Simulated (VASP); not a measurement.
Consider the following.

```yaml
crystal:
  lattice:
    - [0.00000, 2.65861, 2.65861]
    - [2.65861, 0.00000, 2.65861]
    - [2.65861, 2.65861, 0.00000]
  atoms:
    - { symbol: Co, position: [0.00000, 0.00000, 0.00000] }
    - { symbol: Si, position: [0.25000, 0.25000, 0.25000] }
    - { symbol: Si, position: [0.75000, 0.75000, 0.75000] }
```

Level of theory: PBE GGA with D3 dispersion (zero damping), VASP's PBE PAW potentials (set 64) (plane waves; VASP 6.6.1). Numerical set-up: 520 eV cut-off, Gaussian smearing of 0.050 eV, potentials Co Si.

What does the run give for the band gap (along the path) with the smallest direct gap where there is one?

```json
{
  "band gap (along the path)": "none (metal, semimetal or under 0.01 eV)"
}
```

The compound is CoSi2 in the fluorite structure. It was relaxed first. The run is not spin-polarised, so no magnetic state was tried. The electron count is odd and the run is not spin-polarised, which forces a metal.
